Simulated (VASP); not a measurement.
A convergence study with VASP on MgTe (wurtzite): one setting is varied, all else stays as given below, so the limit is that of these other settings.

```
CELL_PARAMETERS angstrom
      2.27500    -3.94042     0.00000
      2.27500     3.94042     0.00000
      0.00000     0.00000     7.39000
ATOMIC_POSITIONS crystal
  Mg 0.66667 0.33333 0.50000
  Mg 0.33333 0.66667 0.00000
  Te 0.66667 0.33333 0.87600
  Te 0.33333 0.66667 0.37600
```

Method: PBE GGA, VASP's PBE PAW potentials (set 64) (plane waves; VASP). The tightest run used: 550 eV cut-off, 14×14×9 Γ-centred mesh, Gaussian smearing of 0.050 eV, potentials Mg Te.

Task: The settings run are 1×1×1 mesh; 2×2×1 mesh; 4×4×3 mesh; 5×5×3 mesh; 7×7×5 mesh; 8×8×5 mesh; 9×9×6 mesh; 10×10×7 mesh; 11×11×7 mesh; 13×13×9 mesh; 14×14×9 mesh. From which on does the stress (every component) stay within 0.5 GPa of the tightest run?

Result: From 4×4×3 mesh on: it is off by 0.14 there and by no more than 0.5 in any finer run, while 2×2×1 mesh is off by 2.69.
```csv
setting,E (eV/atom),pressure (GPa),irreducible k-points,difference judged (GPa)
1×1×1 mesh,-0.9176,12.22,1,15.13
2×2×1 mesh,-3.0081,2.43,2,2.69
4×4×3 mesh,-3.1894,1.54,8,0.14
5×5×3 mesh,-3.1950,1.49,10,0.03
7×7×5 mesh,-3.1969,1.48,24,0.00
8×8×5 mesh,-3.1970,1.47,30,0.00
9×9×6 mesh,-3.1970,1.47,48,0.00
10×10×7 mesh,-3.1970,1.47,56,0.00
11×11×7 mesh,-3.1970,1.47,64,0.00
13×13×9 mesh,-3.1970,1.47,105,0.00
14×14×9 mesh,-3.1970,1.47,120,0.00
```

Left out are rungs that failed or repeat a setting and relaxations that didn't move; long series are thinned to 24 rows.

The compound is MgTe in the wurtzite structure. The cell was not relaxed at this level.
